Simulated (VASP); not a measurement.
# Cu3Sn (P6_3/mmc) in VASP: notebook, part 2 of 2

VASP 6.6.1. Earlier steps stand in the parts before.

## 3. Single point, LDA

This run uses another cell than the first one, of 14.03 Å³/atom, 1.051 times its volume.

Input file INCAR:

```
ALGO     = Fast           # electronic algorithm
EDIFF    = 1E-7           # SCF threshold, eV
ENCUT    = 520            # plane-wave cutoff, eV
ISIF     = 2              # what is computed and relaxed
ISMEAR   = 0              # smearing method
LASPH    = T              # aspherical terms in the spheres
LCHARG   = T              # write CHGCAR
LELF     = T              # ELF
LREAL    = F              # projectors in reciprocal space
LVHAR    = T            
LWAVE    = F              # write WAVECAR
NBANDS   = 57             # bands
NELM     = 100            # most SCF steps
PREC     = Accurate       # precision mode
SIGMA    = 0.1            # smearing width, eV
```

Input file KPOINTS:

```
k-points
0
Gamma
  6 6 4
```

Input file POSCAR:

```
Cu3Sn
1.0
    5.5067939600      0.0000000000      0.0000000000
   -2.7533969800      4.7690234600      0.0000000000
    0.0000000000      0.0000000000      4.2726883800
Cu Sn
6 2
Direct
    0.1557728600      0.8442271400      0.7500000000
    0.3115457200      0.1557728600      0.2500000000
    0.8442271400      0.6884542800      0.2500000000
    0.1557728600      0.3115457200      0.7500000000
    0.6884542800      0.8442271400      0.7500000000
    0.8442271400      0.1557728600      0.2500000000
    0.3333333300      0.6666666700      0.2500000000
    0.6666666700      0.3333333300      0.7500000000
```

Potentials or basis: VASP PAW LDA potentials, release 64 (Cu, Sn_d).

The run is started by

```sh
cat potpaw_LDA.64/Cu/POTCAR potpaw_LDA.64/Sn_d/POTCAR > POTCAR
mpirun -np 1 vasp_std > vasp.out
```

OUTCAR:

```text
EDIFF = 1E-7
   ENCUT = 520
   ISIF = 2
   ISMEAR = 0
   LASPH = T
   LREAL = F
   NELM = 100
   PREC = Accurate

 ion  position               nearest neighbor table
   1  0.156  0.844  0.750-   4 2.57   5 2.57   2 2.60   2 2.60   3 2.60   3 2.60   7 2.73   7 2.73
                             8 2.76   8 2.76
   2  0.312  0.156  0.250-   3 2.57   6 2.57   1 2.60   1 2.60   4 2.60   4 2.60   8 2.73   8 2.73
                             7 2.76   7 2.76
   3  0.844  0.688  0.250-   2 2.57   6 2.57   5 2.60   1 2.60   1 2.60   5 2.60   8 2.73   8 2.73
                             7 2.76   7 2.76
   4  0.156  0.312  0.750-   1 2.57   5 2.57   2 2.60   6 2.60   2 2.60   6 2.60   7 2.73   7 2.73
                             8 2.76   8 2.76
   5  0.688  0.844  0.750-   4 2.57   1 2.57   6 2.60   6 2.60   3 2.60   3 2.60   7 2.73   7 2.73
                             8 2.76   8 2.76
   6  0.844  0.156  0.250-   3 2.57   2 2.57   5 2.60   5 2.60   4 2.60   4 2.60   8 2.73   8 2.73
                             7 2.76   7 2.76
   7  0.333  0.667  0.250-   1 2.73   1 2.73   4 2.73   4 2.73   5 2.73   5 2.73   2 2.76   3 2.76
                             6 2.76   6 2.76   2 2.76   3 2.76
   8  0.667  0.333  0.750-   6 2.73   6 2.73   3 2.73   3 2.73   2 2.73   2 2.73   5 2.76   4 2.76
                             1 2.76   1 2.76   5 2.76   4 2.76

[... 210 lines left out ...]
      5     -12.3525      2.00000
      6     -12.3462      2.00000
[... 1249 lines left out ...]
     56      16.8865      0.00000
     57      17.0996      0.00000

------------------------ aborting loop because EDIFF is reached ----------------------------------------

  FORCE on cell =-STRESS in cart. coord.  units (eV):
  Direction    XX          YY          ZZ          XY          YZ          ZX
  --------------------------------------------------------------------------------------
  -------------------------------------------------------------------------------------
  Total       -4.3091834     -4.3091833     -4.1845149      0.0000000     -0.0000000      0.0000000
  in kB      -61.5284606    -61.5284606    -59.7483881      0.0000000     -0.0000000      0.0000000
  external PRESSURE =     -60.9351031 kB  Pullay stress =       0.0000000 kB

 VOLUME and BASIS-vectors are now :
 -----------------------------------------------------------------------------
  energy-cutoff  :      520.00
  volume of cell :      112.21
      direct lattice vectors                 reciprocal lattice vectors
     5.506793960  0.000000000  0.000000000     0.181593865  0.104843267  0.000000000
    -2.753396980  4.769023460  0.000000000     0.000000000  0.209686534  0.000000000
     0.000000000  0.000000000  4.272688380     0.000000000  0.000000000  0.234044684

 POSITION                                       TOTAL-FORCE (eV/Angst)
 -----------------------------------------------------------------------------------
     -1.46668      4.02614      3.20452        -0.089690      0.051782      0.000000
      1.28671      0.74288      1.06817        -0.089690     -0.051782      0.000000
      2.75340      3.28325      1.06817        -0.000000      0.103565      0.000000
      0.00000      1.48577      3.20452        -0.000000     -0.103565     -0.000000
      1.46668      4.02614      3.20452         0.089690      0.051782      0.000000
      4.22008      0.74288      1.06817         0.089690     -0.051782      0.000000
     -0.00000      3.17935      1.06817         0.000000     -0.000000      0.000000
      2.75340      1.58967      3.20452         0.000000     -0.000000      0.000000
 -----------------------------------------------------------------------------------
    total drift:                               -0.000009      0.000005     -0.000000

  FREE ENERGIE OF THE ION-ELECTRON SYSTEM (eV)
  ---------------------------------------------------
  free  energy   TOTEN  =       -37.2261097874 eV

  energy  without entropy=      -37.2160149138  energy(sigma->0) =      -37.22106235
```

stdout:

```text
POSCAR found type information on POSCAR CuSn
 POSCAR found :  2 types and       8 ions
 scaLAPACK will be used
 LDA part: xc-table for (Slater(with rela. corr.)+CA(PZ))
 , standard interpolation
 POSCAR, INCAR and KPOINTS ok, starting setup
 FFT: planning ... GRIDC
 FFT: planning ... GRID_SOFT
 FFT: planning ... GRID
 WAVECAR not read
 entering main loop
 num prob  num prob RMM:  19    -0.372261108145E+02   -0.19283E-06   -0.18817E-06  3493   0.632E-03    0.125E-02
```

Wall time 2 min (1 thread of Intel Xeon 6975P-C (Granite Rapids), shared host); peak memory 0.25 GiB.

Results:

```
Free energy            : -37.2261 eV
Pressure               : -6.1 GPa
Largest force          : 0.104 eV/Å
Band gap on the k mesh : none (metal or under the smearing width)
```

Forces on the atoms (eV/Å):
```
Cu  -0.090  0.052  0.000
Cu  -0.090 -0.052  0.000
Cu   0.000  0.104  0.000
Cu   0.000 -0.104  0.000
Cu   0.090  0.052  0.000
Cu   0.090 -0.052  0.000
Sn   0.000  0.000  0.000
Sn   0.000  0.000  0.000
```

Levels at points of the mesh, in eV from the Fermi level:
```
           k point  band 45  band 46  band 47  band 48  band 49  band 50
(0.00, 0.00, 0.00)    -1.73    -1.73    -0.96    -0.96     1.08     3.15
(0.50, 0.00, 0.00)     0.30     0.43     0.87     1.14     1.61     2.70
(0.00, 0.00, 0.50)    -1.79    -1.79    -1.67    -1.67     0.50     0.50
(0.50, 0.00, 0.50)    -1.48    -1.48    -1.28    -1.28     4.16     4.16
```

Caveat: the k mesh is coarse (spacing up to 0.37 Å⁻¹), so the values aren't converged.
